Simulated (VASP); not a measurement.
# InP: excitons from the Bethe-Salpeter equation

What does the electron-hole attraction do to the spectrum of InP? The cell is of the zinc-blende type, one of the forms listed for this formula. The start is a cell from a database of measured crystal structures.

Calculated with VASP 6.6.1; PBE; plane waves and PAW (In_d_GW, P_GW), in the first sound run; inputs show where later runs differ.

This is a report of a sequence of runs, with most program output left out.

The database entry behind the starting cell differs from later determinations by our own check (0.1 to 0.3 % short, probably kX units), so it need not match the best structure at ambient conditions.

**1. Starting point**

It takes space group F-43m (No. 216, cubic). Conventional cell: a = 5.861 Å, b = 5.861 Å, c = 5.861 Å, α = 90.00°, β = 90.00°, γ = 90.00°. Nearest to In lie 4 P at 2.54 Å. Nearest to P lie 4 In at 2.54 Å. Farther neighbours are not listed.

Structure file:

```xyz
2
Lattice="0.0000 2.9305 2.9305 2.9305 0.0000 2.9305 2.9305 2.9305 0.0000" Properties=species:S:1:pos:R:3 pbc="T T T"
In    0.0000    0.0000    0.0000
P     1.4652    1.4652    1.4652
```

**2. Ground state**

The orbitals come from a self-consistent PBE run with a tight EDIFF and a narrow smearing. KPOINTS_OPT adds the bands along a path, which shows whether the mesh holds the band edges.

Input file INCAR:

```
SYSTEM = InP
PREC = Accurate
ENCUT = 300
EDIFF = 1E-08
NELM = 100
ISMEAR = 0
SIGMA = 0.01
LREAL = .FALSE.
ALGO = Normal
GGA = PE
NBANDS = 15
LORBIT = 11
LWAVE = .TRUE.
LCHARG = .FALSE.
KPAR = 8
```

Input file POSCAR:

```
InP
1.0
    0.0000000000      2.9305000000      2.9305000000
    2.9305000000      0.0000000000      2.9305000000
    2.9305000000      2.9305000000      0.0000000000
In P
1 1
Direct
    0.0000000000      0.0000000000      0.0000000000
    0.2500000000      0.2500000000      0.2500000000
```

Input file KPOINTS:

```
Automatic mesh
0
Gamma
6 6 6
0 0 0
```

Input file KPOINTS_OPT:

```
Line mode
12
Line-mode
Reciprocal
  0.00000000   0.00000000   0.00000000 GAMMA
  0.50000000   0.00000000   0.50000000 X

  0.50000000   0.00000000   0.50000000 X
  0.50000000   0.25000000   0.75000000 W

  0.50000000   0.25000000   0.75000000 W
  0.37500000   0.37500000   0.75000000 K

  0.37500000   0.37500000   0.75000000 K
  0.00000000   0.00000000   0.00000000 GAMMA

  0.00000000   0.00000000   0.00000000 GAMMA
  0.50000000   0.50000000   0.50000000 L

  0.50000000   0.50000000   0.50000000 L
  0.62500000   0.25000000   0.62500000 U

  0.62500000   0.25000000   0.62500000 U
  0.50000000   0.25000000   0.75000000 W

  0.50000000   0.25000000   0.75000000 W
  0.50000000   0.50000000   0.50000000 L

  0.50000000   0.50000000   0.50000000 L
  0.37500000   0.37500000   0.75000000 K

  0.62500000   0.25000000   0.62500000 U
  0.50000000   0.00000000   0.50000000 X
```

Potentials, in the order of the species: In_d_GW and P_GW (PBE family, release 64).

Command:

```sh
$ mpirun -np 8 vasp_std
```

The job ended after 11 s (8 MPI ranks of Intel Xeon Platinum 8488C (Sapphire Rapids), shared host; peak memory 1.2 GiB; 81 s of CPU time).

This step gave:

```yaml
free_energy_toten: -8.322 eV
fermi_energy: 4.035 eV
pressure: 3.004 GPa
least_gap_on_mesh_and_path: 0.7004 eV
least_direct_gap_on_mesh_and_path: 0.7004 eV
```

The highest empty bands on the path are converged less tightly, to about 0.1 eV. Electronic bands along the path, in eV, zero at the valence-band top; v1 is the highest filled band, c1 the lowest empty one:

```
          point     v3     v2     v1    c1    c2    c3    c4
              Γ   0.00   0.00   0.00  0.70  4.08  4.08  4.08
0.45 of the way  -3.02  -1.25  -1.25  2.63  3.10  6.06  6.06
              X  -5.76  -2.32  -2.32  1.76  2.26  9.21  9.58
0.45 of the way  -5.70  -2.61  -2.60  2.54  2.97  7.88  7.91
              W  -5.61  -2.95  -2.91  4.29  4.37  5.56  6.20
0.45 of the way  -5.61  -3.19  -2.43  3.25  4.42  6.27  6.83
              K  -5.62  -3.31  -1.94  2.36  4.38  7.50  7.53
0.45 of the way  -4.10  -2.25  -0.69  2.92  4.89  5.15  5.15
              Γ   0.00   0.00   0.00  0.70  4.08  4.08  4.08
0.45 of the way  -3.11  -0.49  -0.49  1.81  4.73  4.73  5.06
              L  -5.74  -0.97  -0.97  1.49  4.80  4.80  7.11
0.45 of the way  -5.60  -2.33  -1.32  2.62  4.45  5.62  7.04
              U  -5.62  -3.31  -1.94  2.36  4.38  7.50  7.53
0.45 of the way  -5.61  -3.23  -2.31  3.01  4.41  6.50  7.01
              W  -5.61  -2.95  -2.91  4.29  4.37  5.56  6.20
0.55 of the way  -5.57  -2.53  -1.52  3.01  4.20  5.80  7.15
              L  -5.74  -0.97  -0.97  1.49  4.80  4.80  7.11
0.45 of the way  -5.60  -2.33  -1.32  2.62  4.45  5.62  7.04
              K  -5.62  -3.31  -1.94  2.36  4.38  7.50  7.53
      jump to U  -5.62  -3.31  -1.94  2.36  4.38  7.50  7.53
0.55 of the way  -5.73  -2.69  -2.24  2.01  2.76  8.48  8.80
              X  -5.76  -2.32  -2.32  1.76  2.26  9.21  9.58
```

Of the projections kept (In, P), the largest for each band there; the rest of the weight can lie on other orbitals:

```
point       v3      v2      v1       c1       c2       c3       c4
    Γ   P 0.76  P 0.76  P 0.76   P 0.51  In 0.78  In 0.78  In 0.78
    X  In 0.72  P 0.64  P 0.64  In 0.64  In 0.64   P 0.75  In 0.54
    W  In 0.73  P 0.64  P 0.59   P 0.68   P 0.54  In 0.67  In 0.63
    K  In 0.71  P 0.60  P 0.65  In 0.63   P 0.57  In 0.51   P 0.58
    Γ   P 0.76  P 0.76  P 0.76   P 0.51  In 0.78  In 0.78  In 0.78
    L  In 0.61  P 0.69  P 0.69  In 0.61  In 0.67  In 0.67   P 0.69
```

The cell has a gap of 0.700 eV on mesh and path and a pressure of +3.0 GPa, which holds the misfit of the given cell and coordinates with this functional, and any error of cutoff, mesh and data sets. Spin-orbit coupling is left out, which can shift or reorder these edges.

**3. Empty bands**

ALGO = Exact makes the empty bands from the converged ground state in one step. LOPTICS writes the k-derivatives of the orbitals (WAVEDER), which give the long-wavelength limit of the screening.

Input file INCAR:

```
SYSTEM = InP
PREC = Accurate
ENCUT = 300
ISMEAR = 0
SIGMA = 0.01
LREAL = .FALSE.
GGA = PE
NBANDS = 120
ALGO = Exact
NELM = 1
LWAVE = .TRUE.
LCHARG = .FALSE.
LOPTICS = .TRUE.
NEDOS = 1000
CSHIFT = 0.1
```

POSCAR is that of step 2.

KPOINTS is that of step 2.

Command:

```sh
$ mpirun -np 8 vasp_std
```

Elapsed: 5.4 s, on 8 MPI ranks; peak memory 1.1 GiB; 38 s of CPU time.

The gap is read on the k-mesh alone, so it is an upper bound where the band edges lie off the mesh.

This step gave:

- gap on the k-mesh: 0.7004 eV
- least direct gap on the k-mesh: 0.7004 eV

WAVECAR now holds 120 bands for 18 electrons. Its independent-particle dielectric tensor has xx, yy, zz = 20.8, 20.8, 20.8 on this mesh, which isn't tested for convergence in mesh or bands and lacks local fields.

**4. G0W0**

This step: G0W0 on PBE; plane waves and PAW (In_d_GW, P_GW) (VASP 6.6.1).

One pass of GW corrects the levels to first order, with G and W from the starting orbitals. LWAVE keeps the quasiparticle levels in WAVECAR, and the W files hold the screened interaction for the next step.

Input file INCAR:

```
SYSTEM = InP
PREC = Accurate
ENCUT = 300
ISMEAR = 0
SIGMA = 0.01
LREAL = .FALSE.
GGA = PE
NBANDS = 120
ALGO = EVGW0
NELMGW = 1
ENCUTGW = 100
NOMEGA = 48
PRECFOCK = Fast
NBANDSGW = 24
LWAVE = .TRUE.
LCHARG = .FALSE.
```

POSCAR is that of step 3.

KPOINTS is that of step 3.

Command:

```sh
$ mpirun -np 8 vasp_std
```

The job ended after 4.3 min (8 MPI ranks; peak memory 2 GiB).

Numbers from this step:

```yaml
quasiparticle_gap_on_the_mesh: 1.240 eV
smallest_direct_quasiparticle_gap_on_the_mesh: 1.240 eV
gap_of_the_starting_orbitals_on_the_mesh: 0.7004 eV
```

GW takes the gap from 0.700 to 1.240 eV. Spin-orbit coupling is left out. The value holds for 120 bands, ENCUTGW = 100 eV and this mesh, and isn't shown to be converged in them.

**5. BSE, Tamm-Dancoff**

This step: BSE on G0W0 on PBE; plane waves and PAW (In_d_GW, P_GW) (VASP 6.6.1).

The Bethe-Salpeter equation adds the screened attraction of electron and hole to the quasiparticle pairs; ANTIRES = 0 leaves out the coupling to antiresonant pairs.

Input file INCAR:

```
SYSTEM = InP
PREC = Accurate
ENCUT = 300
ISMEAR = 0
SIGMA = 0.01
LREAL = .FALSE.
GGA = PE
NBANDS = 120
ALGO = BSE
NBANDSO = 4
NBANDSV = 4
OMEGAMAX = 25
NEDOS = 1000
CSHIFT = 0.1
PRECFOCK = Fast
LWAVE = .FALSE.
LCHARG = .FALSE.
ENCUTGW = 100
ANTIRES = 0
```

POSCAR is that of step 4.

KPOINTS is that of step 4.

Command:

```sh
$ mpirun -np 8 vasp_std
```

Wall time 52 s (8 MPI ranks); peak memory 2.6 GiB.

This step gave:

```
lowest excitation : 1.143 eV
```

The imaginary dielectric function, xx has structure finer than the step of the table below, so its rows give means over 1 eV, whole bins alone (the curve runs from 0 to 25 eV). Peaks (eV: height): 1.1: 35.0, 2.6: 31.7, 2.9: 30.6, 3.7: 15.0, 4.3: 41.3, 6.1: 9.76.

From 4 filled and 4 empty bands alone, without any pair above OMEGAMAX = 25 eV, so strength is missing wherever others contribute; lines are broadened by CSHIFT, which also makes the tail under the first line. Imaginary dielectric function, xx against photon energy; means over each step:

```
photon energy (eV)  imaginary dielectric function, xx
                 1                               9.92
                 2                               4.83
                 3                               14.2
                 4                               18.4
                 5                               8.42
                 6                               6.54
                 7                               5.10
                 8                               3.05
                 9                               1.33
                10                              0.955
                11                              0.537
                12                              0.268
                13                              0.365
                14                              0.317
                15                              0.131
                16                              0.120
                17                             0.0744
                18                             0.0284
                19                             0.0106
                20                            0.00726
                21                            0.00588
                22                            0.00492
                23                            0.00418
                24                            0.00359
```

Some of the lowest 40 states alone, with states under 2.5 meV apart joined, scaled to the strongest line shown. Lines of the exciton spectrum (strongest = 100):

```
position (eV)  lines merged  oscillator strength
        1.143             3                  100
        2.535             3                   83
        2.568             3                  0.0
        2.577            10                  0.2
        2.888             3                   77
        2.897             3                  0.0
        2.904             2                  0.0
        2.928             8                  0.0
```

The lowest excitation lies at 1.143 eV, -97 meV against the direct gap of these orbitals, a distance that this coarse mesh makes far too large. Peak heights aren't converged with the mesh, least of all at the onset.

**6. Without the electron-hole attraction**

This step: BSE on G0W0 on PBE, without the electron-hole attraction; plane waves and PAW (In_d_GW, P_GW) (VASP 6.6.1).

LADDER = .FALSE. removes the attraction and keeps the local fields, which shows what the attraction does.

Changes to INCAR since step 5:

```diff
@@ -19 +19,2 @@
 ANTIRES = 0
+LADDER = .FALSE.
```

POSCAR is that of step 5.

KPOINTS is that of step 5.

Command:

```sh
$ mpirun -np 8 vasp_std
```

It took 32 s on 8 MPI ranks; peak memory 2.4 GiB.

Numbers from this step:

| Quantity | Value |
| --- | --- |
| lowest excitation | 1.245 eV |

The imaginary dielectric function, xx has structure finer than the step of the table below, so its rows give means over 0.5 eV, whole bins alone (the curve runs from 0 to 25 eV). Peaks (eV: height): 1.25: 31.8, 2.68: 19.8, 3.05: 27.0, 3.80: 9.87, 4.68: 30.1, 6.43: 8.85, 7.26: 9.40.

From 4 filled and 4 empty bands alone, without any pair above OMEGAMAX = 25 eV, so strength is missing wherever others contribute; lines are broadened by CSHIFT, which also makes the tail under the first line. The imaginary dielectric function, xx by photon energy; means over each step:

photon energy (eV), imaginary dielectric function, xx and a bar:
```
      0.5        0.6 #
      1.0        9.0 #############
      1.5        8.8 #############
      2.0        1.4 ##
      2.5        8.3 ############
      3.0       15.8 #######################
      3.5        4.3 ######
      4.0        6.5 ##########
      4.5       20.4 ##############################
      5.0       16.5 ########################
      5.5        6.2 #########
      6.0        6.3 #########
      6.5        7.5 ###########
      7.0        6.7 ##########
      7.5        7.4 ###########
      8.0        5.3 ########
      8.5        4.7 #######
      9.0        1.8 ###
      9.5        2.7 ####
     10.0        1.6 ##
     10.5        2.0 ###
     11.0        1.5 ##
     11.5        0.9 #
     12.0        0.5 #
     12.5        0.3 
     13.0        0.4 #
     13.5        0.5 #
     14.0        0.5 #
     14.5        0.3 
     15.0        0.3 
     15.5        0.1 
     16.0        0.2 
     16.5        0.2 
     17.0        0.2 
     17.5        0.2 
     18.0        0.1 
     18.5        0.1 
     19.0        0.0 
     19.5        0.0 
     20.0        0.0 
     20.5        0.0 
     21.0        0.0 
     21.5        0.0 
     22.0        0.0 
     22.5        0.0 
     23.0        0.0 
     23.5        0.0 
     24.0        0.0 
     24.5        0.0
```

The lowest excitation lies at 1.245 eV, +102 meV against the Tamm-Dancoff singlet. Peak heights aren't converged with the mesh, least of all at the onset.

**7. Independent quasiparticles**

This step: BSE on G0W0 on PBE, independent quasiparticles; plane waves and PAW (In_d_GW, P_GW) (VASP 6.6.1).

With LADDER and LHARTREE off the pairs don't interact at all, so the lowest line must equal the direct gap.

Changes to INCAR since step 6:

```diff
@@ -20 +20,2 @@
 LADDER = .FALSE.
+LHARTREE = .FALSE.
```

POSCAR is that of step 6.

KPOINTS is that of step 6.

Command:

```sh
$ mpirun -np 8 vasp_std
```

Wall time 17 s (8 MPI ranks); peak memory 2.4 GiB.

Numbers from this step:

```
lowest excitation : 1.240 eV
```

The imaginary dielectric function, xx has structure finer than the step of the table below, so its rows give means over 1 eV, whole bins alone (the curve runs from 0 to 25 eV). Peaks (eV: height): 1.3: 31.5, 2.7: 21.4, 3.1: 26.0, 3.8: 11.0, 4.6: 36.0, 6.3: 12.3.

From 4 filled and 4 empty bands alone, without any pair above OMEGAMAX = 25 eV, so strength is missing wherever others contribute; lines are broadened by CSHIFT, which also makes the tail under the first line. Table of imaginary dielectric function, xx by photon energy; means over each step:

```
photon energy (eV)  imaginary dielectric function, xx
                 1                               8.45
                 2                               2.24
                 3                               12.7
                 4                               10.8
                 5                               17.7
                 6                               8.68
                 7                               7.14
                 8                               3.58
                 9                               1.39
                10                              0.881
                11                              0.548
                12                              0.164
                13                              0.202
                14                              0.114
                15                             0.0405
                16                             0.0385
                17                             0.0220
                18                             0.0121
                19                            0.00893
                20                            0.00710
                21                            0.00591
                22                            0.00503
                23                            0.00432
                24                            0.00374
```

The lowest excitation lies at 1.240 eV, +97 meV against the Tamm-Dancoff singlet. Peak heights aren't converged with the mesh, least of all at the onset.

**8. Summary**

This step: BSE on G0W0 on PBE; plane waves and PAW (VASP 6.6.1).

Derived from the runs above.

Cost is wall time times ranks on a shared host, for this step alone, without the steps before it. Excitations by level:

```
                               level  first excitation (eV)  cost (core minutes)
                   BSE, Tamm-Dancoff                  1.143                 6.93
without the electron-hole attraction                  1.245                 4.27
          independent quasiparticles                   1.24                 2.21
```

**9. Results**

| Property | Result |
| --- | --- |
| BSE, Tamm-Dancoff | lowest vertical excitation 1.143 eV; direct gap 1.240 eV |
| without the electron-hole attraction | lowest vertical excitation 1.245 eV; direct gap 1.240 eV |
| independent quasiparticles | lowest vertical excitation 1.240 eV; direct gap 1.240 eV |

What this shows: The Bethe-Salpeter equation puts the lowest vertical singlet excitation at 1.143 eV, 0.10 eV below the direct gap of 1.240 eV; the states within 10 meV of it carry 100 % of the strength of the strongest such group among the lowest 40 states. The attraction moves the centre of weight of eps2 xx over the computed range by -0.83 eV against the run without the attraction, a shift that holds the same mesh error. The binding energy was not obtained: in a well-screened crystal the exciton spreads over many cells, and on this mesh its distance from the gap is set by the mesh and is far too large. On such a mesh the heights of single peaks aren't converged either. Bands, response cutoff and mesh of the GW step weren't tested in this session. Only the bands set by NBANDSO and NBANDSV form pairs, and any pair above OMEGAMAX = 25 eV is dropped, so the spectrum is that of this window; the window can cut degenerate bands. Spin-orbit coupling is left out; with In in the cell it can split or shift band edges, by an amount that depends on which atoms form them and isn't tested here. The given cell is kept, although it stands at +3.0 GPa at PBE and ENCUT = 300 eV, which holds the mismatch of the given cell with this functional and any basis-set error. Not tabulated here, as repeats of values shown or as unfit to read for their mesh, reference level or band range: eps2 curves (empty bands); eps1 curves and static values (BSE, empty bands, independent quasiparticles, without the electron-hole attraction); exciton binding energies (BSE); line lists of runs without attraction (independent quasiparticles, without the electron-hole attraction).

[Lines on the potential files, build, host, timing and source positions are cut from VASP's logs without a mark.]

[Logs are printed without paths, hosts, clocks, repeated set-up lines and the standing remarks that a program may print on its own settings, such as how far it seeks lower states.]

[Hosts, paths, dates, database ids (printed as entryN), source tags and the programs' standing remarks are cut or masked in the printed files.]

[Pressures printed for these runs are not shown converged in the cutoff: they can be off by several GPa and have the wrong sign.]
